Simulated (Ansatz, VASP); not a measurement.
## Cross-check of LuBi between VASP and Ansatz

Wanted: the spread between two codes on one cell, functional and k mesh. The cell is taken from a series of runs on this material, whose earlier steps may have relaxed, scaled, displaced or heated it; both programs get it as it stands.

Calculated with Ansatz 0.2.0; plane waves, with VASP 6.6.1 beside it; zone-centre phonons at PBEsol.

### Step 1. The starting structure

It takes space group Fm-3m (No. 225, cubic). Conventional cell: a = 6.134 Å, b = 6.134 Å, c = 6.134 Å, α = 90.00°, β = 90.00°, γ = 90.00°. Nearest to Lu lie 6 Bi at 3.07 Å. Bi has 6 Lu at 3.07 Å nearest. Farther neighbours are not listed.

As a file:

```xyz
2
Lattice="0.0000 3.0669 3.0669 3.0669 0.0000 3.0669 3.0669 3.0669 0.0000" Properties=species:S:1:pos:R:3 pbc="T T T"
Lu    3.0669    3.0669    3.0669
Bi    0.0000    0.0000    0.0000
```

### Step 2. VASP: zone-centre phonons, PBEsol

Second derivatives magnify differences that forces hide, and they need a tight electronic threshold.

Lines of VASP's logs that name or quote its potential files are left out, and so is its time.

INCAR reads:

```
SYSTEM = LuBi
PREC = Accurate
ENCUT = 500
EDIFF = 1E-08
NELM = 120
ISMEAR = 1
SIGMA = 0.2
LREAL = .FALSE.
ALGO = Normal
GGA = PS
NBANDS = 18
LORBIT = 11
LWAVE = .FALSE.
LCHARG = .FALSE.
ISIF = 2
IBRION = 8
LASPH = .TRUE.
GGA_COMPAT = .FALSE.
KPAR = 2
```

POSCAR reads:

```
LuBi
1.0
    0.0000000000      3.0669197206      3.0669197206
    3.0669197206      0.0000000000      3.0669197206
    3.0669197206      3.0669197206      0.0000000000
Lu Bi
1 1
Direct
    0.5000000000      0.5000000000      0.5000000000
    0.0000000000      0.0000000000      0.0000000000
```

KPOINTS reads:

```
Automatic mesh
0
Gamma
12 12 12
0 0 0
```

Potentials, in the order of the species: Lu_3 and Bi_d (PBE family, release 64).

On the command line:

```
$ mpirun -np 2 vasp_std
```

Numbers of over 12 decimals in the logs are rounded to 6 here.

The log of the run:

```text
[banner, memory and clock lines left out]
running    2 mpi-ranks, on    1 nodes
 distrk:  each k-point on    1 cores,    2 groups
 distr:  one band on    1 cores,    1 groups

 POSCAR found type information on POSCAR LuBi
 POSCAR found :  2 types and       2 ions
|                                                                             |
|               ----> ADVICE to this user running VASP <----                  |
|                                                                             |
|     You enforced a specific xc type in the INCAR file but a different       |
|     [... a line on the potential file left out ...]
|     I HOPE YOU KNOW WHAT YOU ARE DOING!                                     |
|                                                                             |

 LDA part: xc-table for (Slater+PW92), standard interpolation
 POSCAR, INCAR and KPOINTS ok, starting setup
 FFT: planning ... GRIDC
 FFT: planning ... GRID_SOFT
 FFT: planning ... GRID
 WAVECAR not read
 entering main loop
       N       E                     dE             d eps       ncg     rms          rms(c)
DAV:   1     0.156340446430E+03    0.15634E+03   -0.11892E+04  3782   0.152E+03
DAV:   2    -0.103273792110E+01   -0.15737E+03   -0.15472E+03  4070   0.597E+02
DAV:   3    -0.106960458314E+02   -0.96633E+01   -0.95453E+01  4286   0.155E+02
DAV:   4    -0.109167081737E+02   -0.22066E+00   -0.21988E+00  4468   0.166E+01
DAV:   5    -0.109232713748E+02   -0.65632E-02   -0.65607E-02  4094   0.246E+00    0.191E+01
DAV:   6    -0.107792201020E+02    0.14405E+00   -0.25033E-01  4112   0.608E+00    0.117E+01
DAV:   7    -0.107743603246E+02    0.48598E-02   -0.24138E-01  3734   0.677E+00    0.905E-01
DAV:   8    -0.107684094243E+02    0.59509E-02   -0.41220E-02  4086   0.225E+00    0.928E-02
DAV:   9    -0.107683575876E+02    0.51837E-04   -0.21826E-03  3896   0.538E-01    0.649E-02
DAV:  10    -0.107683700311E+02   -0.12444E-04   -0.16698E-04  4112   0.143E-01    0.250E-02
DAV:  11    -0.107683729321E+02   -0.29010E-05   -0.27242E-05  4112   0.638E-02    0.252E-02
DAV:  12    -0.107683720796E+02    0.85250E-06   -0.55490E-06  4358   0.283E-02    0.170E-03
DAV:  13    -0.107683721767E+02   -0.97112E-07   -0.29125E-07  3288   0.418E-03    0.148E-03
DAV:  14    -0.107683721981E+02   -0.21387E-07   -0.15770E-08  2052   0.220E-03    0.482E-04
DAV:  15    -0.107683722033E+02   -0.51473E-08   -0.83657E-09  2090   0.135E-03
   1 F= -.10768372E+02 E0= -.10768621E+02  d E =0.746120E-03
 Linear response reoptimize wavefunctions to high precision
DAV:   1    -0.107683722049E+02   -0.16239E-08   -0.27894E-09  2230   0.124E-03
DAV:   2    -0.107683722050E+02   -0.75943E-10   -0.72879E-10  1702   0.831E-04
 Linear response DOF=           2
 Linear response progress:
  Degree of freedom:   1/  2
       N       E                     dE             d eps       ncg     rms          rms(c)
RMM:   1    -0.298355135159E+00   -0.29836E+00   -0.22889E+02  5922   0.739E+02
RMM:   2    -0.962724211387E-01    0.20208E+00   -0.23629E-01 14345   0.263E+00    0.149E-01
RMM:   3    -0.968688406747E-01   -0.59642E-03   -0.87752E-03 13646   0.817E-01    0.609E-02
RMM:   4    -0.967991446702E-01    0.69696E-04   -0.18504E-03 14691   0.228E-01    0.245E-02
RMM:   5    -0.968113375544E-01   -0.12193E-04   -0.34023E-04 14371   0.113E-01    0.803E-03
RMM:   6    -0.968239850022E-01   -0.12647E-04   -0.91625E-05 14678   0.466E-02    0.566E-03
RMM:   7    -0.968412631808E-01   -0.17278E-04   -0.27763E-05 14600   0.247E-02    0.180E-03
RMM:   8    -0.968444205504E-01   -0.31574E-05   -0.92951E-06 15246   0.133E-02    0.118E-03
RMM:   9    -0.968473846444E-01   -0.29641E-05   -0.35960E-06 14445   0.925E-03    0.179E-04
RMM:  10    -0.968479600480E-01   -0.57540E-06   -0.14740E-06 15304   0.507E-03    0.118E-04
RMM:  11    -0.968489487178E-01   -0.98867E-06   -0.70665E-07 14895   0.337E-03    0.141E-04
RMM:  12    -0.968496668241E-01   -0.71811E-06   -0.42765E-07 14764   0.240E-03    0.174E-04
RMM:  13    -0.968489985786E-01    0.66825E-06   -0.32502E-07 14602   0.182E-03    0.104E-04
RMM:  14    -0.968489815875E-01    0.16991E-07   -0.22705E-07 15230   0.142E-03    0.108E-04
RMM:  15    -0.968490092645E-01   -0.27677E-07   -0.21969E-07 15028   0.117E-03    0.112E-04
RMM:  16    -0.968490129200E-01   -0.36555E-08   -0.19191E-07 15160   0.105E-03    0.113E-04
 first order change of Fermi-energy   0.32583E-03
 force on displaced ion       1 direction 1 :  -4.806   0.000   0.000
 Linear response progress:
  Degree of freedom:   2/  2
       N       E                     dE             d eps       ncg     rms          rms(c)
RMM:   1    -0.328230772470E+00   -0.32823E+00    0.34676E-01  8038   0.156E+01
RMM:   2    -0.336870462341E+00   -0.86397E-02   -0.12174E-01 13727   0.268E+00    0.119E-01
RMM:   3    -0.336471063286E+00    0.39940E-03   -0.13179E-02 13062   0.871E-01    0.652E-02
RMM:   4    -0.337186280577E+00   -0.71522E-03   -0.17959E-03 13506   0.279E-01    0.137E-02
RMM:   5    -0.337327414961E+00   -0.14113E-03   -0.49409E-04 13881   0.130E-01    0.486E-03
RMM:   6    -0.337298974229E+00    0.28441E-04   -0.17550E-04 13797   0.719E-02    0.513E-03
RMM:   7    -0.337283977206E+00    0.14997E-04   -0.67478E-05 14283   0.396E-02    0.336E-03
RMM:   8    -0.337236373388E+00    0.47604E-04   -0.27016E-05 14498   0.231E-02    0.573E-04
RMM:   9    -0.337241601727E+00   -0.52283E-05   -0.11717E-05 13687   0.146E-02    0.348E-04
RMM:  10    -0.337241518948E+00    0.82779E-07   -0.49561E-06 14789   0.889E-03    0.675E-04
RMM:  11    -0.337244092356E+00   -0.25734E-05   -0.22955E-06 13745   0.604E-03    0.736E-04
RMM:  12    -0.337243467100E+00    0.62526E-06   -0.10957E-06 14198   0.395E-03    0.624E-04
RMM:  13    -0.337244049650E+00   -0.58255E-06   -0.60208E-07 14049   0.280E-03    0.506E-04
RMM:  14    -0.337244332434E+00   -0.28278E-06   -0.39741E-07 14798   0.211E-03    0.412E-04
RMM:  15    -0.337244774098E+00   -0.44166E-06   -0.30726E-07 14420   0.170E-03    0.292E-04
RMM:  16    -0.337245257606E+00   -0.48351E-06   -0.28148E-07 14358   0.148E-03    0.134E-04
RMM:  17    -0.337245284923E+00   -0.27317E-07   -0.24940E-07 15473   0.132E-03    0.111E-04
RMM:  18    -0.337245506234E+00   -0.22131E-06   -0.27511E-07 14780   0.124E-03    0.495E-05
RMM:  19    -0.337245675659E+00   -0.16943E-06   -0.20781E-07 15411   0.118E-03    0.863E-06
RMM:  20    -0.337245677035E+00   -0.13758E-08   -0.32964E-07 15512   0.115E-03    0.499E-06
RMM:  21    -0.337245690061E+00   -0.13025E-07   -0.14248E-07 14919   0.113E-03    0.453E-06
RMM:  22    -0.337245689355E+00    0.70534E-09   -0.37864E-07 14748   0.111E-03    0.488E-06
RMM:  23    -0.337245694334E+00   -0.49781E-08   -0.32147E-07 14931   0.110E-03    0.496E-06
 first order change of Fermi-energy   0.20906E-03
 force on displaced ion       2 direction 1 :  -4.795   0.000   0.000
 Linear response finished
```

From OUTCAR (step 2):

```text
ion  position               nearest neighbor table
   1  0.500  0.500  0.500-   2 3.07   2 3.07   2 3.07   2 3.07   2 3.07   2 3.07
   2  0.000  0.000  0.000-   1 3.07   1 3.07   1 3.07   1 3.07   1 3.07   1 3.07

  LATTYP: Found a face centered cubic cell.
 ALAT       =     6.1338394412

 Subroutine GETGRP returns: Found 48 space group operations
 (whereof 48 operations were pure point group operations)

The static configuration has the point symmetry O_h .

 Found     72 irreducible k-points:

   k-points           NKPTS =     72   k-points in BZ     NKDIM =     72   number of bands    NBANDS=     18

   dimension x,y,z NGX =    32 NGY =   32 NGZ =   32
   dimension x,y,z NGXF=    64 NGYF=   64 NGZF=   64

   ENCUT  =  500.0 eV  36.75 Ry    6.06 a.u.   7.91  7.91  7.91*2*pi/ulx,y,z

   NELECT =      24.0000    total number of electrons

 k-points in reciprocal lattice and weights: Automatic mesh
   0.00000000  0.00000000  0.00000000       0.001
   0.08333333  0.00000000  0.00000000       0.005
   0.16666667  0.00000000  0.00000000       0.005
   0.25000000  0.00000000  0.00000000       0.005
   0.33333333  0.00000000  0.00000000       0.005
   0.41666667  0.00000000  0.00000000       0.005
   0.50000000  0.00000000  0.00000000       0.002
   0.08333333  0.08333333  0.00000000       0.003
   0.16666667  0.08333333  0.00000000       0.014
[...]
-0.33333333  0.50000000  0.16666667       0.007
  -0.25000000  0.50000000  0.25000000       0.003

 average (electrostatic) potential at core
       1 -30.3285       2-104.3618

  Total       -0.0864434     -0.0864434     -0.0864434      0.0000000      0.0000000     -0.0000000
  in kB       -2.4005198     -2.4005198     -2.4005198      0.0000000      0.0000000     -0.0000000
  external PRESSURE =      -2.4005198 kB  Pullay stress =       0.0000000 kB

  energy-cutoff  :      500.00
  volume of cell :       57.69
      direct lattice vectors                 reciprocal lattice vectors
     0.000000000  3.066919721  3.066919721    -0.163030025  0.163030025  0.163030025
     3.066919721  0.000000000  3.066919721     0.163030025 -0.163030025  0.163030025
     3.066919721  3.066919721  0.000000000     0.163030025  0.163030025 -0.163030025

 POSITION                                       TOTAL-FORCE (eV/Angst)
 -----------------------------------------------------------------------------------
      3.06692      3.06692      3.06692        -0.000000     -0.000000      0.000000
      0.00000      0.00000      0.00000         0.000000      0.000000     -0.000000
 -----------------------------------------------------------------------------------
    total drift:                                0.000000     -0.000000     -0.000000

 Eigenvectors and eigenvalues of the dynamical matrix
 ----------------------------------------------------

   1 f  =    3.510090 THz    22.054544 2PiTHz  117.083992 cm-1    14.516558 meV
             X         Y         Z           dx          dy          dz
      3.066920  3.066920  3.066920    -0.255876   -0.692357    0.000000
      0.000000  0.000000  0.000000     0.233876    0.632828    0.000000

   2 f  =    3.510090 THz    22.054544 2PiTHz  117.083992 cm-1    14.516558 meV
             X         Y         Z           dx          dy          dz
      3.066920  3.066920  3.066920     0.000000    0.000000    0.738126
      0.000000  0.000000  0.000000     0.000000   -0.000000   -0.674662

   3 f  =    3.510090 THz    22.054544 2PiTHz  117.083992 cm-1    14.516558 meV
             X         Y         Z           dx          dy          dz
      3.066920  3.066920  3.066920    -0.692357    0.255876   -0.000000
      0.000000  0.000000  0.000000     0.632828   -0.233876   -0.000000

   4 f/i=    0.001891 THz     0.011883 2PiTHz    0.063085 cm-1     0.007822 meV
             X         Y         Z           dx          dy          dz
      3.066920  3.066920  3.066920     0.331600    0.047131    0.585653
      0.000000  0.000000  0.000000     0.362793    0.051565    0.640744

   5 f/i=    0.001891 THz     0.011883 2PiTHz    0.063085 cm-1     0.007822 meV
             X         Y         Z           dx          dy          dz
      3.066920  3.066920  3.066920     0.585675    0.027122   -0.333795
      0.000000  0.000000  0.000000     0.640768    0.029674   -0.365194

   6 f/i=    0.001891 THz     0.011883 2PiTHz    0.063085 cm-1     0.007822 meV
             X         Y         Z           dx          dy          dz
      3.066920  3.066920  3.066920    -0.046862    0.672467   -0.027584
      0.000000  0.000000  0.000000    -0.051271    0.735725   -0.030178

 ELASTIC MODULI CONTR FROM IONIC RELAXATION (kBar)
 Direction    XX          YY          ZZ          XY          YZ          ZX
 --------------------------------------------------------------------------------
 XX           0.0000      0.0000      0.0000      0.0000      0.0000      0.0000
 YY           0.0000      0.0000      0.0000      0.0000      0.0000      0.0000
 ZZ           0.0000      0.0000      0.0000      0.0000      0.0000      0.0000
 XY           0.0000      0.0000      0.0000      0.0000      0.0000      0.0000
 YZ           0.0000      0.0000      0.0000      0.0000      0.0000      0.0000
 ZX           0.0000      0.0000      0.0000      0.0000      0.0000      0.0000
 --------------------------------------------------------------------------------
```

The data set Lu_3 holds the 4f electrons frozen in the core, so no f bands or f moments appear.

(Continued in part 2 of 2.)

[Lines on the potential files, build, host, timing and source positions are cut from VASP's logs without a mark.]

[Logs are printed without paths, hosts, clocks, repeated set-up lines and the standing remarks that a program may print on its own settings, such as how far it seeks lower states.]

[Hosts, paths, dates, database ids (printed as entryN), source tags and the programs' standing remarks are cut or masked in the printed files.]
